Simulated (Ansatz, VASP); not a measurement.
# Cross-check of NaMgF3 (Neighborite) between VASP and Ansatz, part 2 of 2

One calculation is typed for both programs; each brings its own data sets. How far apart do they land? Of the first pair: The cell is taken from a series of runs on this material, whose earlier steps may have relaxed, scaled, displaced or heated it; both programs get it as it stands.

VASP 6.6.1 and Ansatz 0.2.0.

So far: Set-up; Ansatz: relaxation of cell and atoms, PBEsol, pair 1; VASP: relaxation of cell and atoms, PBEsol, pair 1.

**4. Side by side**

Known differences besides the potentials themselves: fixed occupations in Ansatz, narrow Gaussian smearing in VASP; the data sets hold 40 valence electrons in Ansatz (on its PAW soft_1 files) and 30 in VASP; the cutoff is 420 eV in Ansatz and 600 eV in VASP; Ansatz makes its cores anew for this functional, VASP keeps those of its PBE data sets; Ansatz adds a Pulay correction to the stress that steers its cell, VASP none. Total energies have different zeros and are not compared.

Both answers:

```csv
quantity,Ansatz,VASP,difference
volume (Å³),59.68,59.14,+0.90 %
"edge a after relaxation, in the typed setting (Å)",3.908,3.896,+0.30 %
```

**5. Ansatz: relaxation of cell and atoms, PBEsol, pair 2**

The relaxed volume is the usual yardstick between codes: in a stiff, nearly cubic crystal its relative difference is about their pressure difference at one cell divided by the bulk modulus. This pair takes another cell of the material, with 10 atoms against 5 for the pair before.

The cell is taken from a series of runs on this material, whose earlier steps may have relaxed, scaled, displaced or heated it; both programs get it as it stands.

input.yaml reads:

```yaml
crystal:
  lattice:
    - [5.4232829547, 0.0, 0.0]
    - [0.0, 5.4232829547, 0.0]
    - [0.0, 0.0, 3.9191486748]
  atoms:
    - { symbol: Na, position: [0.0, 0.5, 0.0] }
    - { symbol: Na, position: [0.5, 0.0, 0.0] }
    - { symbol: Mg, position: [0.0, 0.0, 0.5] }
    - { symbol: Mg, position: [0.5, 0.5, 0.5] }
    - { symbol: F, position: [0.1854830231, 0.6854830231, 0.5] }
    - { symbol: F, position: [0.8145169769, 0.3145169769, 0.5] }
    - { symbol: F, position: [0.0, 0.0, 0.0] }
    - { symbol: F, position: [0.5, 0.5, 0.0] }
    - { symbol: F, position: [0.6854830231, 0.8145169769, 0.5] }
    - { symbol: F, position: [0.3145169769, 0.1854830231, 0.5] }
kpoints:
  mp_grid: { grid: [4, 4, 6] }
hamiltonian:
  xc: pbesol
  pseudopotentials: { kind: paw, azcp: { folder: soft_1 }, xc_functional: pbe }
scf:
  occupations: { method: fixed }
output:
  forces: true
  stress: true
  eigenvalues: true
relax:
  adjacent_minimum: "off"
  f_tol: 0.001
  max_steps: 60
  cell: { stress_tol: 0.01 }
```

Run with:

```console
$ ansatz run input.yaml --threads 4 --pin off --max-ram 10240MiB --backend cpu --events-out ev --progress --plain --runs-dir out
```

Numbers of over 12 decimals in the logs are rounded to 6 here.

The program printed:

```text
[...]
Crystal: 10 atoms, lattice volume = 115.270 Å³
Basis set: ecut = 420 eV, 2265 PW (Γ), exchange–correlation on 80×80×54 points (8 copies of the dense FFT grid, shifted against one another)
Bands: 50, of which v1, the nominal top of the filled ones, is band 40 counted from 1 (39 counted from 0)
Symmetry: 16 space group operations
[...]
k-points: 24 of 96
[...]
- { symbol: Na, position: [0.5, 0.0, 0.0] }
    - { symbol: Mg, position: [0.0, 0.0, 0.5] }
    - { symbol: Mg, position: [0.5, 0.5, 0.5] }
    - { symbol: F, position: [0.1854830231, 0.6854830231, 0.5] }
    - { symbol: F, position: [0.8145169769, 0.3145169769, 0.5] }
    - { symbol: F, position: [0.0, 0.0, 0.0] }
    - { symbol: F, position: [0.5, 0.5, 0.0] }
    - { symbol: F, position: [0.6854830231, 0.8145169769, 0.5] }
    - { symbol: F, position: [0.3145169769, 0.1854830231, 0.5] }
[key lines of the parts left out:]
SCF converged after 10 iterations
Free energy (F): -11593.883614 eV
Fermi energy:    1.792266 eV
P = ⅓ Tr σ = -0.0049 GPa (-0.049 kbar)
```

**6. VASP: relaxation of cell and atoms, PBEsol, pair 2**

The same cell, functional and mesh now go to VASP, with its own data sets.

INCAR reads:

```
SYSTEM = NaMgF3
PREC = Accurate
ENCUT = 600
EDIFF = 1E-07
NELM = 120
ISMEAR = 0
SIGMA = 0.01
LREAL = .FALSE.
ALGO = Normal
GGA = PS
NBANDS = 40
LORBIT = 11
LWAVE = .FALSE.
LCHARG = .FALSE.
ISIF = 3
IBRION = 2
NSW = 80
EDIFFG = -0.005
LASPH = .TRUE.
GGA_COMPAT = .FALSE.
NELMIN = 4
EFERMI = MIDGAP
KPAR = 2
```

POSCAR reads:

```
NaMgF3
1.0
    5.4232830000      0.0000000000      0.0000000000
    0.0000000000      5.4232830000      0.0000000000
    0.0000000000      0.0000000000      3.9191490000
Na Mg F
2 2 6
Direct
    0.0000000000      0.4999999078      0.0000000000
    0.4999999078      0.0000000000      0.0000000000
    0.0000000000      0.0000000000      0.4999998724
    0.4999999078      0.4999999078      0.4999998724
    0.1854830368      0.6854829446      0.4999998724
    0.8145169632      0.3145170554      0.4999998724
    0.0000000000      0.0000000000      0.0000000000
    0.4999999078      0.4999999078      0.0000000000
    0.6854829446      0.8145169632      0.4999998724
    0.3145170554      0.1854830368      0.4999998724
```

KPOINTS reads:

```
Automatic mesh
0
Gamma
4 4 6
0 0 0
```

PAW data sets: Na_pv, Mg and F (PBE family, release 64).

Run with:

```console
$ mpirun -np 2 vasp_std
```

The program printed:

```text
[banner, memory and clock lines left out]
running    2 mpi-ranks, on    1 nodes
[...]
[... a notice as in an earlier step ...]

 LDA part: xc-table for (Slater+PW92), standard interpolation
 POSCAR, INCAR and KPOINTS ok, starting setup
[...]
entering main loop
       N       E                     dE             d eps       ncg     rms          rms(c)
DAV:   1     0.700186285643E+03    0.70019E+03   -0.33013E+04  1928   0.182E+03
DAV:   2     0.210222757307E+02   -0.67916E+03   -0.64402E+03  2168   0.496E+02
DAV:   3    -0.517096002590E+02   -0.72732E+02   -0.72128E+02  2120   0.163E+02
DAV:   4    -0.538686594173E+02   -0.21591E+01   -0.21519E+01  2320   0.311E+01
[...]
DAV:  14    -0.503034043146E+02    0.18642E-06   -0.27523E-06  2504   0.131E-02    0.221E-03
DAV:  15    -0.503034042000E+02    0.11463E-06   -0.26023E-07  1912   0.642E-03    0.689E-04
DAV:  16    -0.503034041340E+02    0.65987E-07   -0.12263E-07  1600   0.251E-03
   1 F= -.50303404E+02 E0= -.50303404E+02  d E =-.503034E+02
[... from here on, the cycles between the ionic steps are left out ...]
   2 F= -.50305515E+02 E0= -.50305515E+02  d E =-.211066E-02
   3 F= -.50305591E+02 E0= -.50305591E+02  d E =-.218678E-02
   4 F= -.50305591E+02 E0= -.50305591E+02  d E =-.218648E-02
[...]
reached required accuracy - stopping structural energy minimisation
```

OUTCAR, selected parts (step 6):

```text
  Total       -0.0291711     -0.0291711      0.0405736      0.0000000      0.0000000      0.0000000
  in kB       -0.4089587     -0.4089587      0.5688136      0.0000000      0.0000000      0.0000000
  external PRESSURE =      -0.0830346 kB  Pullay stress =       0.0000000 kB

 POSITION                                       TOTAL-FORCE (eV/Angst)
 -----------------------------------------------------------------------------------
     -0.00000      2.70374      0.00000        -0.000000      0.000000      0.000000
      2.70374      0.00000     -0.00000        -0.000000      0.000000      0.000000
     -0.00000      0.00000      1.95418        -0.000000      0.000000      0.000000
      2.70374      2.70374      1.95418        -0.000000      0.000000      0.000000
      1.00376      3.70750      1.95418         0.002591      0.002591      0.000000
      4.40372      1.69998      1.95418        -0.002591     -0.002591      0.000000
     -0.00000      0.00000      0.00000        -0.000000      0.000000      0.000000
      2.70374      2.70374      0.00000        -0.000000      0.000000      0.000000
      3.70750      4.40372      1.95418         0.002591     -0.002591      0.000000
      1.69998      1.00376      1.95418        -0.002591      0.002591      0.000000
 -----------------------------------------------------------------------------------
    total drift:                               -0.001358      0.000521      0.003607

  FREE ENERGIE OF THE ION-ELECTRON SYSTEM (eV)
  ---------------------------------------------------
  free  energy   TOTEN  =       -50.3055906144 eV

  energy  without entropy=      -50.3055906144  energy(sigma->0) =      -50.30559061

[... 1 part as in an earlier step ...]

[... 3 further parts left out ...]
[key lines of the parts left out:]
E-fermi :   1.6997
```

The run keeps the 16 symmetry operations of its start, so it cannot find a distortion of lower symmetry.

**7. Differences**

What differs besides the data sets and the points named for the pairs above, as far as they apply: the data sets hold 80 valence electrons in Ansatz (on its PAW soft_1 files) and 60 in VASP. Total energies have different zeros and are not compared.

The two programs side by side:

```csv
quantity,Ansatz,VASP,difference
volume (Å³),115.27,114.28,+0.86 %
"edge a after relaxation, in the typed setting (Å)",5.423,5.407,+0.29 %
"edge c after relaxation, in the typed setting (Å)",3.919,3.908,+0.27 %
```

**8. Ansatz: relaxation of cell and atoms, PBEsol, pair 3**

The relaxed volume is the usual yardstick between codes: in a stiff, nearly cubic crystal its relative difference is about their pressure difference at one cell divided by the bulk modulus. Its start cell is another than that of the pair before, and may be another structure of the material.

The two relaxations start from unlike cells of this crystal (the structure described is Ansatz's start), so only their ends are compared.

input.yaml reads:

```yaml
crystal:
  lattice:
    - [3.9078370852, 3.9078370852, 0.0]
    - [3.9078370852, 0.0, 3.9078370852]
    - [3.9078370852, 0.0, -3.9078370852]
  atoms:
    - { symbol: Na, position: [0.0, 0.5, 0.5] }
    - { symbol: Na, position: [0.0, 0.0, 0.0] }
    - { symbol: Mg, position: [0.5, 0.25, 0.75] }
    - { symbol: Mg, position: [0.5, 0.75, 0.25] }
    - { symbol: F, position: [0.5, -0.057576607, 0.942423393] }
    - { symbol: F, position: [0.5, 0.557576607, 0.557576607] }
    - { symbol: F, position: [0.5, 0.442423393, 0.057576607] }
    - { symbol: F, position: [0.5, 0.057576607, 0.442423393] }
    - { symbol: F, position: [0.0, 0.0, 0.5] }
    - { symbol: F, position: [0.0, 0.5, 0.0] }
kpoints:
  mp_grid: { grid: [6, 6, 6] }
hamiltonian:
  xc: pbesol
  pseudopotentials: { kind: paw, azcp: { folder: soft_1 }, xc_functional: pbe }
scf:
  occupations: { method: fixed }
output:
  forces: true
  stress: true
  eigenvalues: true
relax:
  adjacent_minimum: "off"
  f_tol: 0.002
  max_steps: 120
  cell: { stress_tol: 0.03 }
```

Run with:

```console
$ ansatz run input.yaml --threads 4 --pin off --max-ram 10240MiB --backend cpu --events-out ev --progress --plain --runs-dir out
```

The program printed:

```text
[...]
Crystal: 10 atoms, lattice volume = 119.355 Å³
Basis set: ecut = 420 eV, 2277 PW (Γ), exchange–correlation on 80×80×80 points (8 copies of the dense FFT grid, shifted against one another)
Bands: 50, of which v1, the nominal top of the filled ones, is band 40 counted from 1 (39 counted from 0)
Symmetry: 16 space group operations
[...]
k-points: 30 of 216
[...]
- { symbol: Na, position: [0, 0, 0] }
    - { symbol: Mg, position: [0.5, 0.250000, 0.750000] }
    - { symbol: Mg, position: [0.5, 0.750000, 0.250000] }
    - { symbol: F, position: [0.5, -0.064603, 0.935397] }
    - { symbol: F, position: [0.5, 0.564603, 0.564603] }
    - { symbol: F, position: [0.5, 0.435397, 0.064603] }
    - { symbol: F, position: [0.5, 0.064603, 0.435397] }
    - { symbol: F, position: [0, 0.0, 0.500000] }
    - { symbol: F, position: [0, 0.500000, 0.0] }
[key lines of the parts left out:]
SCF converged after 5 iterations
Free energy (F): -11593.887185 eV
Fermi energy:    1.751125 eV
P = ⅓ Tr σ = -0.0080 GPa (-0.080 kbar)
```

**9. VASP: relaxation of cell and atoms, PBEsol, pair 3**

Its own start cell and the same functional and mesh now go to VASP, with its own data sets.

INCAR is that of step 6.

POSCAR reads:

```
NaMgF3
1.0
    3.8220599855      3.9089331692      0.0000000000
    3.8220599855      0.0000000000      3.8220599855
    3.8220599855      0.0000000000     -3.8220599855
Na Mg F
2 2 6
Direct
    0.0000000000      0.5000000000      0.5000000000
    0.0000000000      0.0000000000      0.0000000000
    0.5000001279      0.2499999360      0.7500000640
    0.5000001279      0.7500000640      0.2499999360
    0.5000001279      0.9356768835      0.9356768835
    0.5000001279      0.5643231165      0.5643231165
    0.5000001279      0.4356768835      0.0643229886
    0.5000001279      0.0643229886      0.4356768835
    0.0000000000      0.0000000000      0.5000001279
    0.0000000000      0.5000001279      0.0000000000
```

KPOINTS reads:

```
Automatic mesh
0
Gamma
6 6 6
0 0 0
```

Run with:

```console
$ mpirun -np 2 vasp_std
```

The program printed:

```text
[... set-up lines as in an earlier step ...]
 entering main loop
       N       E                     dE             d eps       ncg     rms          rms(c)
DAV:   1     0.744645902123E+03    0.74465E+03   -0.33625E+04  2440   0.184E+03
DAV:   2     0.261260952781E+02   -0.71852E+03   -0.68112E+03  2744   0.511E+02
DAV:   3    -0.515369275165E+02   -0.77663E+02   -0.77045E+02  2624   0.172E+02
DAV:   4    -0.538611668944E+02   -0.23242E+01   -0.23171E+01  2904   0.325E+01
[...]
DAV:  14    -0.503062743480E+02    0.33941E-06   -0.34174E-06  2992   0.159E-02    0.228E-03
DAV:  15    -0.503062742367E+02    0.11132E-06   -0.38280E-07  2608   0.770E-03    0.754E-04
DAV:  16    -0.503062741669E+02    0.69793E-07   -0.13445E-07  1896   0.256E-03
   1 F= -.50306274E+02 E0= -.50306274E+02  d E =-.503063E+02
[...]
N       E                     dE             d eps       ncg     rms          rms(c)
DAV:   1    -0.503064888792E+02   -0.21464E-03   -0.39363E-03  2768   0.510E-01    0.111E-01
DAV:   2    -0.503063009659E+02    0.18791E-03   -0.66202E-04  2984   0.165E-01    0.259E-02
DAV:   3    -0.503062949105E+02    0.60554E-05   -0.35242E-05  3008   0.684E-02    0.115E-02
DAV:   4    -0.503062918016E+02    0.31089E-05   -0.26023E-06  3808   0.331E-02    0.271E-03
DAV:   5    -0.503062915933E+02    0.20825E-06   -0.92895E-07  2448   0.707E-03    0.420E-04
DAV:   6    -0.503062915490E+02    0.44353E-07   -0.27430E-08  1352   0.238E-03
   2 F= -.50306292E+02 E0= -.50306292E+02  d E =-.173821E-04
 trial-energy change:   -0.000017  1 .order   -0.000016   -0.000026   -0.000007
 step:   1.2459(harm=  1.3275)  dis= 0.00005  next Energy=   -50.306292 (dE=-0.182E-04)
 reached required accuracy - stopping structural energy minimisation
```

From OUTCAR (step 9):

```text
  Total        0.0148348     -0.0095437      0.0148348      0.0000000      0.0000000      0.0000000
  in kB        0.2079987     -0.1338130      0.2079987      0.0000000      0.0000000      0.0000000
  external PRESSURE =       0.0940615 kB  Pullay stress =       0.0000000 kB

 POSITION                                       TOTAL-FORCE (eV/Angst)
 -----------------------------------------------------------------------------------
      7.64600      3.90923      0.00000         0.000000      0.000000     -0.000000
      3.82300      3.90923      0.00000         0.000000      0.000000     -0.000000
      5.73450      1.95462     -1.91150         0.000000      0.000000     -0.000000
      5.73450      1.95462      1.91150         0.000000      0.000000     -0.000000
      9.06565      1.95462      0.00000         0.000295      0.000000     -0.000000
      6.22636      1.95462      0.00000        -0.000295      0.000000     -0.000000
      3.82300      1.95462      1.41965         0.000000      0.000000      0.000295
      3.82300      1.95462     -1.41965         0.000000      0.000000     -0.000295
      5.73450      3.90923     -1.91150         0.000000      0.000000     -0.000000
      5.73450      3.90923      1.91150        -0.000000      0.000000     -0.000000
 -----------------------------------------------------------------------------------
    total drift:                               -0.003533     -0.003618     -0.000000

  FREE ENERGIE OF THE ION-ELECTRON SYSTEM (eV)
  ---------------------------------------------------
  free  energy   TOTEN  =       -50.3062915490 eV

  energy  without entropy=      -50.3062915490  energy(sigma->0) =      -50.30629155

[... 1 part as in an earlier step ...]

[... 3 further parts left out ...]
[key lines of the parts left out:]
E-fermi :   1.6820
```

**10. Side by side**

What differs besides the data sets and the points named for the pairs above, as far as they apply: the data sets hold 80 valence electrons in Ansatz (on its PAW soft_1 files) and 60 in VASP. Total energies have different zeros and are not compared.

Both answers:

```csv
quantity,Ansatz,VASP,difference
volume (Å³),115.27,114.27,+0.88 %
"edge a after relaxation, in the typed setting (Å)",5.483,5.468,+0.27 %
"edge b after relaxation, in the typed setting (Å)",5.424,5.407,+0.33 %
```

**11. Results**

| Property | Result |
| --- | --- |
| difference in volume (relaxation of cell and atoms, PBEsol, pair 1) | 0.90 % |
| difference in volume (relaxation of cell and atoms, PBEsol, pair 2) | 0.86 % |
| difference in volume (relaxation of cell and atoms, PBEsol, pair 3) | 0.88 % |

What this shows: The difference in volume is 0.90 % (relaxation of cell and atoms, PBEsol, pair 1), within the 1.2 % picked in this series as the mark of a large difference, as far as the stopping tolerances let one tell. The data sets hold unlike numbers of valence electrons (40 in Ansatz and 30 in VASP and 80 in Ansatz and 60 in VASP), so part of the differences comes from the potentials. 5 further runs of this series are not shown here. How closely two codes agree says nothing of how well the functional describes the real material.

[Lines on the potential files, build, host, timing and source positions are cut from VASP's logs without a mark.]

[Logs are printed without paths, hosts, clocks, repeated set-up lines and the standing remarks that a program may print on its own settings, such as how far it seeks lower states.]

[Hosts, paths, dates, database ids (printed as entryN), source tags and the programs' standing remarks are cut or masked in the printed files.]
